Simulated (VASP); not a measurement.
Consider the following.

```
BeS
1.0
    0.00000     2.40920     2.40920
    2.40920     0.00000     2.40920
    2.40920     2.40920     0.00000
Be S
1 1
Cartesian
  2.40920   4.81839   2.40920
  1.20460   1.20460   1.20460
```

Method: vdW-DF-cx, VASP's PBE PAW potentials (set 64) (plane waves; VASP). Settings: 520 eV cut-off, 9×9×9 Γ-centred mesh, Gaussian smearing of 0.050 eV, potentials Be S.

### Question
What does the run give for the energy per atom (σ→0), pressure?

### Answer

* **energy per atom (σ→0)**: -4.105 eV/atom
* **pressure**: 3.05 GPa

Total energies compare only between runs with the same potentials, cut-off and functional.

The compound is BeS in the zinc blende structure. This cell is one point of a volume scan, at 0.97 of the reference volume.
